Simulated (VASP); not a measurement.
Here is a VASP 6.6.1 calculation.

The input INCAR:

```
PREC     = Accurate       # precision mode
ENCUT    = 600            # plane-wave cutoff, eV
EDIFF    = 1E-6           # SCF threshold, eV
ISMEAR   = 0              # smearing method
SIGMA    = 0.05           # smearing width, eV
LREAL    = False          # projectors in reciprocal space
LASPH    = True           # aspherical terms in the spheres
NELM     = 100            # most SCF steps
ALGO     = Normal         # electronic algorithm
ISIF     = 3              # what is computed and relaxed
LWAVE    = False          # write WAVECAR
LCHARG   = False          # write CHGCAR
GGA      = PE             # functional
IBRION   = 2              # ionic algorithm
NSW      = 60             # ionic steps
EDIFFG   = -0.005         # ionic threshold
```

The input KPOINTS:

```
regular mesh
0
Gamma
  7 7 5
```

POSCAR

```
NaCuSe2
1.0
    4.5983756200      0.0000000000      0.0000000000
   -2.2991878100      3.9823101000      0.0000000000
    0.0000000000      0.0000000000      5.8185674700
Na Cu Se
1 1 2
Direct
    0.0000000000      0.0000000000      0.5000000000
    0.0000000000      0.0000000000      0.0000000000
    0.3333333300      0.6666666700      0.5000000000
    0.6666666700      0.3333333300      0.5000000000
```

Potentials or basis: VASP PAW PBE potentials, release 64 (Na_pv, Cu, Se).

The run is started by

```console
$ cat potpaw_PBE.64/Na_pv/POTCAR potpaw_PBE.64/Cu/POTCAR potpaw_PBE.64/Se/POTCAR > POTCAR
$ mpirun -np 1 vasp_std > vasp.out
```

Problem. What does it give for the band gap on the k mesh?

Solution. None (metal or under the smearing width).

Problem. Predict the space group after relaxing (to 0.05 Å).

Solution. P6/mmm (No. 191).

Problem. Predict the relaxed volume.

Solution. 29.31 Å³/atom.

Problem. What does it give for the relaxed cell?

Solution. a = 5.028 Å, b = 5.028 Å, c = 5.354 Å, α = 90.00°, β = 90.00°, γ = 120.00°.

Step by step:
| step | energy change (eV) | largest force (eV/Å) | pressure (GPa) | volume (Å³) |
| --- | --- | --- | --- | --- |
| 1 | 0.0000 | 0.0000 | 7.15 | 106.55 |
| 2 | -0.6775 | 0.0000 | -0.34 | 125.52 |
| 3 | -0.6782 | 0.0000 | -0.61 | 126.49 |
| 4 | -0.6782 | 0.0000 | -0.51 | 126.08 |
| 5 | -0.6929 | 0.0000 | -0.43 | 124.32 |
| 6 | -0.7144 | 0.0000 | -0.30 | 120.61 |
| 7 | -0.7016 | 0.0000 | 0.64 | 113.20 |
| 8 | -0.7195 | 0.0000 | -0.16 | 118.56 |
| 9 | -0.7200 | 0.0000 | -0.15 | 117.91 |
| 10 | -0.7200 | 0.0000 | -0.12 | 117.75 |
| 11 | -0.7202 | 0.0000 | 0.08 | 116.96 |
| 12 | -0.7203 | 0.0000 | 0.03 | 117.20 |
| 13 | -0.7203 | 0.0000 | 0.00 | 117.28 |
| 14 | -0.7203 | 0.0000 | -0.02 | 117.26 |
| 15 | -0.7203 | 0.0000 | 0.00 | 117.23 |

Caveat: the run has no spin polarisation, though such a crystal can be magnetic. With open d or f shells a metallic result of PBE can be an artefact of self-interaction; +U or a hybrid may open a gap.
